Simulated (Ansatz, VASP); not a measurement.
**Cross-check of HfN between VASP and Ansatz**

Aim: how closely do two programs agree when they are given the same cell, functional and k mesh? The structure shown is the end of the Ansatz relaxation below.

Method: plane waves, with VASP 6.6.1 beside it; single point at PBEsol, in Ansatz 0.2.0.

## Step 1: The structure

The structure is tetragonal, space group I4/mmm (No. 139). The conventional cell has a = 3.119 Å, b = 3.119 Å, c = 4.535 Å, α = 90.00°, β = 90.00°, γ = 90.00°. Hf has 6 N at 2.21 to 2.27 Å nearest. N has 6 Hf at 2.21 to 2.27 Å nearest. Farther neighbours and most contacts between anions are not listed.

## Step 2: Ansatz: relaxation, PBEsol

Ansatz runs on its PAW soft_1 files.

This run makes the geometry at which the two programs are then compared.

Input file input.yaml:

```yaml
crystal:
  lattice:
    - [3.1193841, 0.0, 0.0]
    - [0.0, 3.1193841, 0.0]
    - [0.0, 0.0, 4.55552306]
  atoms:
    - { symbol: Hf, position: [0.0, 0.0, 0.0] }
    - { symbol: Hf, position: [0.5, 0.5, 0.5] }
    - { symbol: "N", position: [1.0, 0.0, 0.5] }
    - { symbol: "N", position: [0.5, 0.5, 1.0] }
kpoints:
  mp_grid: { grid: [14, 14, 10] }
scf:
  occupations: { method: fermi_dirac, width: 0.05 }
hamiltonian:
  xc: pbesol
  pseudopotentials: { kind: paw, azcp: { folder: soft_1 }, xc_functional: pbe }
basis:
  ecutwfc: 600
output:
  forces: true
  stress: true
relax:
  f_tol: 0.005
  max_steps: 70
  cell: { stress_tol: 0.02, p_target: 0, fix: [a, b, alpha, beta, gamma] }
```

The run is started by

```sh
ansatz run input.yaml --threads 4 --pin off --max-ram 10240MiB --backend cpu --events-out ev --progress --plain --runs-dir out
```

Numbers of over 12 decimals in the logs are rounded to 6 here.

The log of the run:

```text
Engine: ansatz 0.2.0, aarch64-unknown-linux-gnu
Pseudopotentials: kind: paw
Pseudopotential: Hf, paw, valence charge 26, recommended cutoff 420 eV (normal), soft_1/Hf.paw.azcp
Pseudopotential: N, paw, valence charge 5, recommended cutoff 420 eV (normal), soft_1/N.paw.azcp
Functional definition: PBEsol
  exchange = pbesol_x
  correlation = pbesol_c
Crystal: 4 atoms, lattice volume = 44.328 Å³
Basis set: ecut = 600 eV, 1459 PW (Γ), exchange–correlation on 50×50×80 points (8 copies of the dense FFT grid, shifted against one another)
Bands: 38, of which v1, the nominal top of the filled ones, is band 31 counted from 1 (30 counted from 0)
Symmetry: 32 space group operations
Space group: I4/mmm (ITA 139), of the structure as read, at distance tolerance 3.5e-5 Å
k-points: 216 of 1960
Non-local potential: Hf, projectors of the file, l = 0: 3, l = 1: 2, l = 2: 2, l = 3: 3
Non-local potential: N, projectors of the file, l = 0: 2, l = 1: 2, l = 2: 1
PAW form: soft (Blöchl's): semilocal exchange-correlation on the pseudo side does not see the compensation charge
PAW frozen core: Hf, regenerated for the run's functional, and the local potential with it (the file was generated under x = pbe(κ = 0.804, μ = 0.219515), c = pbe(β = 0.066725))
PAW frozen core: N, regenerated for the run's functional, and the local potential with it (the file was generated under x = pbe(κ = 0.804, μ = 0.219515), c = pbe(β = 0.066725))
PAW one-centre angular grid: Hf, 590 points (default); XC on 64 Gauss nodes
PAW one-centre angular grid: N, 110 points (default); XC on 64 Gauss nodes
Initial density: superposition of atomic densities (chi_scale 0.1, normalization cell, long waves kept (reshape's long-wave potential 0.00 eV rms))
Initial wavefunctions: pseudopotential atomic-orbital guess
Functional: x = pbesol(κ = 0.804, μ = 0.123457), c = pbesol(β = 0.046)
SCF iter   1: F=—  HF=-31962.046863 eV  |F-HF|=—  |Δ(HF+E_count)|=         —  Δρ=4.87e-2  dr2=6.01e-1  ethr=3.10e-3  ⟨swp⟩=4.5  Hψ=27824  notcnv=0  defer=12
preconditioner: auto → Kerker (q_TF=auto, 2.885 Å⁻¹)  [metal: Δε(μ)=0.003 eV  Ē_g=18.454 eV  σ=0.050 eV  W_gap=0.01  n_scr=20 (ndim 8)  ℏωp=42.5 eV  f_vac=0.000  D(μ)=1.38/eV (n_scr^D=6)]
SCF iter   2: F=—  HF=-31961.988491 eV  |F-HF|=—  |Δ(HF+E_count)|=   5.84e-2  Δρ=2.94e-2  dr2=1.69e-1  ethr=9.69e-4  ⟨swp⟩=2.0  Hψ=10987  notcnv=0  defer=272
SCF iter   3: F=—  HF=-31961.969857 eV  |F-HF|=—  |Δ(HF+E_count)|=   1.86e-2  Δρ=6.89e-3  dr2=1.89e-2  ethr=2.73e-4  ⟨swp⟩=2.0  Hψ=9042  notcnv=0  defer=302
SCF iter   4: F=—  HF=-31961.966754 eV  |F-HF|=—  |Δ(HF+E_count)|=   3.10e-3  Δρ=2.03e-3  dr2=1.16e-3  ethr=3.05e-5  ⟨swp⟩=2.0  Hψ=12794  notcnv=0  defer=302
SCF iter   5: F=—  HF=-31961.965165 eV  |F-HF|=—  |Δ(HF+E_count)|=   1.59e-3  Δρ=1.36e-3  dr2=4.23e-4  ethr=1.87e-6  ⟨swp⟩=2.0  Hψ=15288  notcnv=0  defer=302
SCF iter   6: F=—  HF=-31961.965266 eV  |F-HF|=—  |Δ(HF+E_count)|=   1.00e-4  Δρ=2.44e-4  dr2=1.67e-5  ethr=6.82e-7  ⟨swp⟩=2.0  Hψ=13126  notcnv=0  defer=302
SCF iter   7: F=—  HF=-31961.965255 eV  |F-HF|=—  |Δ(HF+E_count)|=   1.04e-5  Δρ=4.92e-5  dr2=6.48e-7  ethr=2.69e-8  ⟨swp⟩=2.0  Hψ=11818  notcnv=0  defer=299
SCF iter   8: F=—  HF=-31961.965255 eV  |F-HF|=—  |Δ(HF+E_count)|=   2.23e-7  Δρ=1.27e-5  dr2=6.40e-8  ethr=1.61e-10  ⟨swp⟩=4.4  Hψ=29436  notcnv=0
SCF iter   9: F=-31961.965255 eV  HF=-31961.965255 eV  |F-HF|=2.36e-9  |Δ(HF+E_count)|=   4.50e-8  Δρ=2.45e-6  dr2=1.50e-9  ethr=1.03e-10  ⟨swp⟩=4.0  Hψ=28454  notcnv=0
SCF 1 converged in 9 iterations: F = -31961.965255 eV  dr2 = 1.50e-9
  greatest PAW one-centre occupation: 0.998 electrons in one spin orbital (limit 2), on the Hf atom at site 1 (counted from 0), in its partial waves of l = 0
relax step   1: F+E_penalty+E_count = -31961.96525524 eV  Δ(F+E_penalty+E_count) = +0.000e0 eV  max|allowed force component| = 7.765e-30 eV/Å  Δτ_max = 0.0000 Å  P = +9.348 GPa  Ω = 44.328 Å³  fix = [a, b, alpha, beta, gamma]  reactions: a +15.369, b +15.369 GPa  (9 SCF iters, dr2 threshold 1.00e-7 eV, accepted)
[...]
relax step   2: F+E_penalty+E_count = -31961.96698565 eV  Δ(F+E_penalty+E_count) = -1.730e-3 eV  max|allowed force component| = 8.887e-30 eV/Å  Δτ_max = 0.0000 Å  P = +10.818 GPa  Ω = 44.099 Å³  energy of the carried Pulay correction = +3.540e-5 eV  fix = [a, b, alpha, beta, gamma]  reactions: a +16.056, b +16.056 GPa  (5 SCF iters, dr2 threshold 4.00e-7 eV, accepted)
[...]
relax step   3: F+E_penalty+E_count = -31961.96700878 eV  Δ(F+E_penalty+E_count) = -2.313e-5 eV  max|allowed force component| = 1.563e-29 eV/Å  Δτ_max = 0.0000 Å  P = +10.650 GPa  Ω = 44.125 Å³  energy of the carried Pulay correction = +3.139e-5 eV  fix = [a, b, alpha, beta, gamma]  reactions: a +15.975, b +15.975 GPa  (3 SCF iters, dr2 threshold 2.94e-7 eV, accepted)
[...]
relax step   4: F+E_penalty+E_count = -31961.96697851 eV  Δ(F+E_penalty+E_count) = +3.027e-5 eV  max|allowed force component| = 4.363e-30 eV/Å  Δτ_max = 0.0000 Å  P = +10.649 GPa  Ω = 44.125 Å³  fix = [a, b, alpha, beta, gamma]  reactions: a +15.977, b +15.977 GPa  stress off target by 7.08e-3 GPa on what of the cell is left free  SCF on the basis re-selected at this cell (its energy is not comparable with the rows above)  (6 SCF iters)
basis re-selected at this cell: Δ(F+E_penalty+E_count) = +3.027e-5 eV, ΔP = -0.001 GPa vs the last step (what re-selecting the basis moved, of the pressure what is left beyond the Pulay correction that the steps carried, after the strain that the cell walked since its last selection, with what the two solves' SCF thresholds leave and, on support functions, any second-order correction that the steps lacked; it is no m [...]
SCF converged after 6 iterations
Free energy (F): -31961.966979 eV
Harris-Foulkes:  -31961.966979 eV  (|F-HF|=3.64e-12)
Internal energy: -31961.955595 eV  (E = F + TS)
E sigma→0 (E₀):  -31961.961287 eV
Entropy (-TS):   -0.011383 eV (-2.846 meV/atom)
Fermi energy:    23.024395 eV
--- Per-component energies (eV) ---
  E_band       = 317.101642
  E_kinetic    = 1084.860060
  E_local      = -11646.333086  (includes V_loc(G=0)·N_el)
  E_nonlocal   = 207.360636
  E_hartree    = 5755.601081
  E_xc         = -651.866396
  E_vxc        = -665.982888  (∫ρ·V_xc dr)
  E_paw        = -15404.058606  (= ΣΔE_a)
  E_vpaw       = -174.005223  (= ΣTr[D̂ρ^β])
  E_aug_tail   = 0.000093  (compensation charges beyond the density's cutoff)
  E_ewald      = -11310.077687
  E_core_change = 2.558310  (= ΣΔE_core)
  E_smearing   = -0.011383  (= −TS)
  E_closure    = 0.000000  (closes the sum)
  Σ components = -31961.966979   (vs F -31961.966979, Δ=0.00e0)
--- Forces (eV/Å), atoms counted from 1 ---
  atom   1  Hf    -0.00000000    -0.00000000     0.00000000
  atom   2  Hf    -0.00000000    -0.00000000    -0.00000000
  atom   3  N      0.00000000     0.00000000     0.00000000
  atom   4  N      0.00000000    -0.00000000     0.00000000
  max |Σ_I F_I| component: 1.19e-29 eV/Å
--- Stress (GPa, compression-positive) ---
       15.976668       0.000000       0.000000
        0.000000      15.976668       0.000000
        0.000000       0.000000      -0.007076
  P = ⅓ Tr σ = 10.6488 GPa (106.488 kbar)
--- Relaxed structure (3 steps of the walk, 3 accepted, 1 SCFs on fresh bases) ---
  F+E_penalty+E_count = -31961.96697851 eV   max|allowed force component| = 4.363e-30 eV/Å   (the final SCF, on the basis selected at the relaxed cell)
  cell:  # Å, volume = 44.1248 Å³
    - [3.1193841, 0, 0.0]
    - [0, 3.1193841, 0.0]
    - [0.0, 0.0, 4.534662]
  atoms:
    - { symbol: Hf, position: [0, 0, 0] }
    - { symbol: Hf, position: [0.5, 0.5, 0.500000] }
    - { symbol: N, position: [1.0, 0, 0.500000] }
    - { symbol: N, position: [0.5, 0.5, 1.000000] }
```

The column dr2 measures how far the density is from self-consistency, as an energy; F and HF (Harris–Foulkes) agree once it is small.

## Step 3: VASP: single point, PBEsol, pair 1

The same cell, functional, mesh and smearing now go to VASP, with its own data sets.

Lines of VASP's logs that name or quote its potential files are left out, and so is its time.

Input file INCAR:

```
SYSTEM = HfN
PREC = Accurate
ENCUT = 600
EDIFF = 1E-06
NELM = 120
ISMEAR = -1
SIGMA = 0.05
LREAL = .FALSE.
ALGO = Normal
GGA = PS
NBANDS = 21
LASPH = .TRUE.
LORBIT = 11
LWAVE = .FALSE.
LCHARG = .FALSE.
ISIF = 2
GGA_COMPAT = .FALSE.
KPAR = 2
```

Input file POSCAR:

```
HfN
1.0
    3.1193841000      0.0000000000      0.0000000000
    0.0000000000      3.1193841000      0.0000000000
    0.0000000000      0.0000000000      4.5346618788
Hf N
2 2
Direct
    0.0000000000      0.0000000000      0.0000000000
    0.5000000000      0.5000000000      0.5000000000
    0.0000000000      0.0000000000      0.5000000000
    0.5000000000      0.5000000000      0.0000000000
```

Input file KPOINTS:

```
Automatic mesh
0
Gamma
14 14 10
0 0 0
```

PAW data sets: Hf_pv and N (PBE family, release 64).

The run is started by

```sh
mpirun -np 2 vasp_std
```

The log of the run:

```text
[banner, memory and clock lines left out]
running    2 mpi-ranks, on    1 nodes
 distrk:  each k-point on    1 cores,    2 groups
 distr:  one band on    1 cores,    1 groups

 POSCAR found type information on POSCAR HfN
 POSCAR found :  2 types and       4 ions
|                                                                             |
|               ----> ADVICE to this user running VASP <----                  |
|                                                                             |
|     You enforced a specific xc type in the INCAR file but a different       |
|     [... a line on the potential file left out ...]
|     I HOPE YOU KNOW WHAT YOU ARE DOING!                                     |
|                                                                             |

 LDA part: xc-table for (Slater+PW92), standard interpolation
 POSCAR, INCAR and KPOINTS ok, starting setup
 FFT: planning ... GRIDC
 FFT: planning ... GRID_SOFT
 FFT: planning ... GRID
 WAVECAR not read
 entering main loop
       N       E                     dE             d eps       ncg     rms          rms(c)
DAV:   1     0.134359308481E+03    0.13436E+03   -0.18205E+04  9072   0.160E+03
DAV:   2    -0.439813892918E+02   -0.17834E+03   -0.17000E+03 11732   0.370E+02
DAV:   3    -0.513133517851E+02   -0.73320E+01   -0.72397E+01 11567   0.609E+01
DAV:   4    -0.513938418837E+02   -0.80490E-01   -0.80136E-01 11678   0.683E+00
DAV:   5    -0.513951363084E+02   -0.12944E-02   -0.12930E-02 11461   0.632E-01    0.779E+01
DAV:   6    -0.460725635996E+02    0.53226E+01   -0.28153E+01 10553   0.292E+01    0.612E+01
DAV:   7    -0.459524708332E+02    0.12009E+00   -0.18070E+00 10694   0.863E+00    0.275E+01
DAV:   8    -0.459297062867E+02    0.22765E-01   -0.86534E-02 11232   0.226E+00    0.477E+00
DAV:   9    -0.459220812972E+02    0.76250E-02   -0.42435E-02 10783   0.123E+00    0.321E+00
DAV:  10    -0.459210750306E+02    0.10063E-02   -0.71008E-03 11046   0.554E-01    0.559E-01
DAV:  11    -0.459210208799E+02    0.54151E-04   -0.44694E-04 11128   0.157E-01    0.307E-02
DAV:  12    -0.459210190161E+02    0.18638E-05   -0.24404E-05 11574   0.377E-02    0.100E-01
DAV:  13    -0.459210191927E+02   -0.17657E-06   -0.13022E-06  7540   0.883E-03
   1 F= -.45921019E+02 E0= -.45915303E+02  d E =-.114316E-01
```

From OUTCAR (step 3):

```text
ion  position               nearest neighbor table
   1  0.000  0.000  0.000-   4 2.21   4 2.21   4 2.21   4 2.21   3 2.27   3 2.27   2 3.16   2 3.16
                             2 3.16   2 3.16   2 3.16   2 3.16   2 3.16   2 3.16
   2  0.500  0.500  0.500-   3 2.21   3 2.21   3 2.21   3 2.21   4 2.27   4 2.27   1 3.16   1 3.16
                             1 3.16   1 3.16   1 3.16   1 3.16   1 3.16   1 3.16
   3  0.000  0.000  0.500-   2 2.21   2 2.21   2 2.21   2 2.21   1 2.27   1 2.27
   4  0.500  0.500  0.000-   1 2.21   1 2.21   1 2.21   1 2.21   2 2.27   2 2.27

  LATTYP: Found a simple tetragonal cell.
 ALAT       =     3.1193841000
 C/A-ratio  =     1.4537042357

 Subroutine GETGRP returns: Found 16 space group operations
 (whereof 16 operations were pure point group operations)

The static configuration has the point symmetry D_4h.

 Found    216 irreducible k-points:

   k-points           NKPTS =    216   k-points in BZ     NKDIM =    216   number of bands    NBANDS=     21

   dimension x,y,z NGX =    28 NGY =   28 NGZ =   36
   dimension x,y,z NGXF=    56 NGYF=   56 NGZF=   72

   ENCUT  =  600.0 eV  44.10 Ry    6.64 a.u.   6.23  6.23  9.06*2*pi/ulx,y,z

   NELECT =      30.0000    total number of electrons

 k-points in reciprocal lattice and weights: Automatic mesh
   0.00000000  0.00000000  0.00000000       0.001
   0.07142857  0.00000000  0.00000000       0.002
   0.14285714  0.00000000  0.00000000       0.002
   0.21428571  0.00000000  0.00000000       0.002
   0.28571429  0.00000000  0.00000000       0.002
   0.35714286  0.00000000  0.00000000       0.002
   0.42857143  0.00000000  0.00000000       0.002
   0.50000000  0.00000000  0.00000000       0.001
   0.07142857  0.07142857  0.00000000       0.002
[...]
0.50000000  0.42857143  0.50000000       0.002
   0.50000000  0.50000000  0.50000000       0.001

 average (electrostatic) potential at core
       1 -33.8657       2 -33.8657       3 -61.2888       4 -61.2888

 E-fermi :   8.5941

 k-point     1 :       0.0000    0.0000    0.0000
  band No.  band energies     occupation
    ...
     14       5.6153      2.00000
     15       5.6153      2.00000
     16       7.9804      1.99999
     17       8.3112      1.99305
     18       8.3112      1.99305
     19      10.0656      0.00000
     20      10.8624      0.00000
     21      11.2233      0.00000

 k-point     2 :       0.0714    0.0000    0.0000
  band No.  band energies     occupation
    ...
     14       5.3353      2.00000
     15       5.5144      2.00000
     16       8.2529      1.99783
     17       8.3712      1.97710
     18       8.3719      1.97678
     19      10.1218      0.00000
     20      11.2755      0.00000
     21      11.5735      0.00000

 k-point     3 :       0.1429    0.0000    0.0000
  band No.  band energies     occupation
    ...
     13       4.6981      2.00000
     14       4.9677      2.00000
     15       6.2798      2.00000
     16       8.5409      1.48752
     17       8.5529      1.39091
     18       8.8744      0.00734
     19      10.2883      0.00000
     20      12.3043      0.00000
     21      12.4513      0.00000

  Total        3.7628210      3.7628210     -0.6124539      0.0000000      0.0000000      0.0000000
  in kB      136.6285712    136.6285712    -22.2382907      0.0000000      0.0000000      0.0000000
  external PRESSURE =      83.6729506 kB  Pullay stress =       0.0000000 kB

  energy-cutoff  :      600.00
  volume of cell :       44.12
      direct lattice vectors                 reciprocal lattice vectors
     3.119384100  0.000000000  0.000000000     0.320576103  0.000000000  0.000000000
     0.000000000  3.119384100  0.000000000     0.000000000  0.320576103  0.000000000
     0.000000000  0.000000000  4.534661879     0.000000000  0.000000000  0.220523608

 POSITION                                       TOTAL-FORCE (eV/Angst)
 -----------------------------------------------------------------------------------
      0.00000      0.00000      0.00000         0.000000      0.000000     -0.000000
      1.55969      1.55969      2.26733        -0.000000     -0.000000      0.000000
      0.00000      0.00000      2.26733         0.000000      0.000000     -0.000000
      1.55969      1.55969      0.00000        -0.000000     -0.000000     -0.000000
 -----------------------------------------------------------------------------------
    total drift:                                0.000000      0.000000      0.000000

  FREE ENERGIE OF THE ION-ELECTRON SYSTEM (eV)
  ---------------------------------------------------
  free  energy   TOTEN  =       -45.9210191927 eV

  energy  without entropy=      -45.9095876263  energy(sigma->0) =      -45.91530341

 total charge
# of ion       s       p       d       tot
------------------------------------------
    1        0.306   6.639   1.854   8.799
    2        0.306   6.639   1.854   8.799
    3        1.228   2.519   0.000   3.747
    4        1.228   2.519   0.000   3.747
--------------------------------------------------
tot          3.068  18.317   3.707  25.092

[... 3 further parts left out ...]
```

The run ends at a pressure of 8.37 GPa.

## Step 4: Comparison

Known differences besides the potentials themselves: the data sets hold 62 valence electrons in Ansatz (on its PAW soft_1 files) and 30 in VASP; Ansatz makes its cores anew for this functional, VASP keeps those of its PBE data sets; Ansatz's pressure holds a Pulay correction, VASP's none. Total energies have different zeros and are not compared.

The two programs side by side:

| quantity | Ansatz | VASP | difference |
| --- | --- | --- | --- |
| pressure (GPa) | 10.65 | 8.37 | +2.28 |

## Step 5: Ansatz: relaxation, PBEsol

This run makes the geometry at which the two programs are then compared. The cell compared in this pair holds 44.84 Å³, against 44.12 Å³ for the pair before.

The structure compared here is the end of the Ansatz relaxation.

Changes to input.yaml since step 2:

```diff
@@ -2,5 +2,5 @@
   lattice:
-    - [3.1193841, 0.0, 0.0]
-    - [0.0, 3.1193841, 0.0]
-    - [0.0, 0.0, 4.55552306]
+    - [3.15121455, 0.0, 0.0]
+    - [0.0, 3.15121455, 0.0]
+    - [0.0, 0.0, 4.52851403]
   atoms:
@@ -22,2 +22,6 @@
   stress: true
+  write_density: true
+  write_potential: true
+  elf: true
+  volumetric_format: npy
 relax:
```

The run is started by

```sh
ansatz run input.yaml --threads 4 --pin off --max-ram 10240MiB --backend cpu --events-out ev --progress --plain --runs-dir out
```

The log of the run:

```text
[...]
Crystal: 4 atoms, lattice volume = 44.969 Å³
Basis set: ecut = 600 eV, 1475 PW (Γ), exchange–correlation on 54×54×80 points (8 copies of the dense FFT grid, shifted against one another)
Bands: 38, of which v1, the nominal top of the filled ones, is band 31 counted from 1 (30 counted from 0)
Symmetry: 32 space group operations
[...]
k-points: 216 of 1960
[...]
--- Relaxed structure (3 steps of the walk, 3 accepted, 1 SCFs on fresh bases) ---
[...]
cell:  # Å, volume = 44.8412 Å³
    - [3.15121455, 0, 0.0]
    - [0, 3.15121455, 0.0]
    - [0.0, 0.0, 4.515658]
  atoms:
    - { symbol: Hf, position: [0, 0, 0.0] }
    - { symbol: Hf, position: [0.5, 0.5, 0.5] }
    - { symbol: N, position: [1.0, 0, 0.5] }
    - { symbol: N, position: [0.5, 0.5, 1.0] }
[key lines of the parts left out:]
SCF converged after 6 iterations
Free energy (F): -31962.033180 eV
Fermi energy:    22.647426 eV
P = ⅓ Tr σ = 5.1346 GPa (51.346 kbar)
```

[end of part 1 of 2]

[Lines on the potential files, build, host, timing and source positions are cut from VASP's logs without a mark.]

[Logs are printed without paths, hosts, clocks, repeated set-up lines and the standing remarks that a program may print on its own settings, such as how far it seeks lower states.]

[Hosts, paths, dates, database ids (printed as entryN), source tags and the programs' standing remarks are cut or masked in the printed files.]
